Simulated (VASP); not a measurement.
Computed with PW91 GGA, VASP's PBE PAW potentials (set 64) (plane waves; VASP).

VASP input:

**POSCAR**
```
NiSi2
1
   -0.0000000000     2.7232269220     2.7232269220
    2.7232269220     0.0000000000     2.7232269220
    2.7232269220     2.7232269220    -0.0000000000
Si Ni
2 1
Direct
  0.2500000000   0.2500000000   0.2500000000
  0.7500000000   0.7500000000   0.7500000000
  0.0000000000   0.0000000000   0.0000000000
```

### KPOINTS
```
Automatic
0
G
 9 9 9
0 0 0
```

INCAR:
```
IBRION = 2   # conjugate gradients
EDIFFG = -0.02
LCHARG = F
PREC = Accurate
ISIF = 3
LREAL = F   # projection in real space or not
LWAVE = F
LASPH = T   # aspherical one-centre terms
NSW = 60   # most ionic steps
ALGO = Normal
EDIFF = 1E-6   # SCF stop (eV)
NELM = 100   # most electronic steps
LMAXMIX = 4   # l cut-off of mixed one-centre charges
GGA = 91   # PW91
SYSTEM = NiSi2
SIGMA = 0.1   # width (eV)
ENCUT = 520   # plane-wave cut-off (eV)
ISMEAR = 1   # Methfessel-Paxton
```

POTCAR, in this order: Si Ni (PBE.64 set). Program: vasp_std.

The resulting files:

File OSZICAR:
```
       N       E                     dE             d eps       ncg     rms          rms(c)
DAV:   1     0.696918218092E+02    0.69692E+02   -0.79912E+03   910   0.140E+03
DAV:   2    -0.148373069282E+02   -0.84529E+02   -0.79626E+02   945   0.252E+02
DAV:   3    -0.191015598155E+02   -0.42643E+01   -0.41075E+01  1186   0.617E+01
DAV:   4    -0.191890066431E+02   -0.87447E-01   -0.87320E-01  1065   0.848E+00
DAV:   5    -0.191914605415E+02   -0.24539E-02   -0.24535E-02  1200   0.150E+00    0.159E+01
DAV:   6    -0.238301311774E+02   -0.46387E+01   -0.51154E+01   988   0.179E+02    0.246E+01
DAV:   7    -0.173939969342E+02    0.64361E+01   -0.15444E+01  1098   0.112E+02    0.385E+00
DAV:   8    -0.173203308861E+02    0.73666E-01   -0.21907E+00  1333   0.252E+01    0.244E+00
DAV:   9    -0.172807879095E+02    0.39543E-01   -0.23711E-01  1120   0.952E+00    0.495E-01
DAV:  10    -0.172803718016E+02    0.41611E-03   -0.60397E-03  1241   0.116E+00    0.273E-01
DAV:  11    -0.172803450324E+02    0.26769E-04   -0.68610E-04  1215   0.341E-01    0.313E-02
DAV:  12    -0.172803689854E+02   -0.23953E-04   -0.51747E-05  1177   0.121E-01    0.215E-02
DAV:  13    -0.172803671450E+02    0.18404E-05   -0.21678E-05  1122   0.106E-01    0.880E-03
DAV:  14    -0.172803674686E+02   -0.32364E-06   -0.13993E-06   762   0.119E-02
   1 F= -.17280367E+02 E0= -.17280668E+02  d E =-.172804E+02
       N       E                     dE             d eps       ncg     rms          rms(c)
DAV:   1    -0.173329414900E+02   -0.52574E-01   -0.48591E-01   995   0.154E+01    0.215E+00
DAV:   2    -0.174373219948E+02   -0.10438E+00   -0.11255E+00  1169   0.282E+01    0.346E+00
DAV:   3    -0.172825251371E+02    0.15480E+00   -0.55551E-01  1097   0.189E+01    0.423E-01
DAV:   4    -0.172811656578E+02    0.13595E-02   -0.13132E-02  1059   0.156E+00    0.815E-02
DAV:   5    -0.172811386921E+02    0.26966E-04   -0.43272E-04  1447   0.249E-01    0.388E-02
DAV:   6    -0.172811260445E+02    0.12648E-04   -0.14825E-05  1312   0.765E-02    0.109E-02
DAV:   7    -0.172811265364E+02   -0.49187E-06   -0.35885E-06  1007   0.202E-02
   2 F= -.17281127E+02 E0= -.17281440E+02  d E =-.759068E-03
       N       E                     dE             d eps       ncg     rms          rms(c)
DAV:   1    -0.172890688101E+02   -0.79428E-02   -0.67464E-02  1010   0.569E+00    0.831E-01
DAV:   2    -0.173050651410E+02   -0.15996E-01   -0.17240E-01  1107   0.108E+01    0.130E+00
DAV:   3    -0.172817110495E+02    0.23354E-01   -0.76358E-02  1081   0.751E+00    0.110E-01
DAV:   4    -0.172817098654E+02    0.11841E-05   -0.22916E-03   995   0.333E-01    0.735E-02
DAV:   5    -0.172816368525E+02    0.73013E-04   -0.14445E-04  1226   0.302E-01    0.192E-02
DAV:   6    -0.172816351802E+02    0.16723E-05   -0.22230E-05  1409   0.727E-02    0.438E-03
DAV:   7    -0.172816353611E+02   -0.18094E-06   -0.13234E-06   640   0.117E-02
   3 F= -.17281635E+02 E0= -.17281947E+02  d E =-.126789E-02
```

File OUTCAR:
```
------------------------ aborting loop because EDIFF is reached ----------------------------------------
  FORCE on cell =-STRESS in cart. coord.  units (eV):
  Direction    XX          YY          ZZ          XY          YZ          ZX
  --------------------------------------------------------------------------------------
  Total        0.0013159      0.0013159      0.0013159     -0.0000000     -0.0000000     -0.0000000
  in kB        0.0517538      0.0517538      0.0517538     -0.0000000     -0.0000000     -0.0000000
  external PRESSURE =       0.0517538 kB  Pullay stress =       0.0000000 kB
  volume of cell :       40.74
      direct lattice vectors                 reciprocal lattice vectors
     0.000000000  2.730976086  2.730976086    -0.183084723  0.183084723  0.183084723
     2.730976086  0.000000000  2.730976086     0.183084723 -0.183084723  0.183084723
     2.730976086  2.730976086  0.000000000     0.183084723  0.183084723 -0.183084723
 POSITION                                       TOTAL-FORCE (eV/Angst)
 -----------------------------------------------------------------------------------
      1.36549      1.36549      1.36549        -0.000000     -0.000000     -0.000000
      4.09646      4.09646      4.09646         0.000000      0.000000      0.000000
      0.00000      0.00000      0.00000        -0.000000     -0.000000      0.000000
 -----------------------------------------------------------------------------------
    total drift:                                0.000000     -0.000000     -0.000000
  FREE ENERGIE OF THE ION-ELECTRON SYSTEM (eV)
  ---------------------------------------------------
  free  energy   TOTEN  =       -17.2816353611 eV

  energy  without entropy=      -17.2825691746  energy(sigma->0) =      -17.28194663

 reached required accuracy - stopping structural energy minimisation
```
(Selected blocks of OUTCAR.)

CONTCAR:
```
NiSi2
   1.00000000000000
     0.0000000000000000    2.7309760856420295    2.7309760856420295
     2.7309760856420295    0.0000000000000000    2.7309760856420295
     2.7309760856420295    2.7309760856420295    0.0000000000000000
  Si              Ni
     2     1
Direct
     0.2500000000000000    0.2500000000000000    0.2500000000000000
     0.7500000000000000    0.7500000000000000    0.7500000000000000
     0.0000000000000000    0.0000000000000000    0.0000000000000000
```

The compound is NiSi2 in the fluorite structure. This run relaxes it. Symmetry was kept, so distortions that lower it aren't found. The start is the result of an earlier pass. The run is not spin-polarised, so no magnetic state was tried.
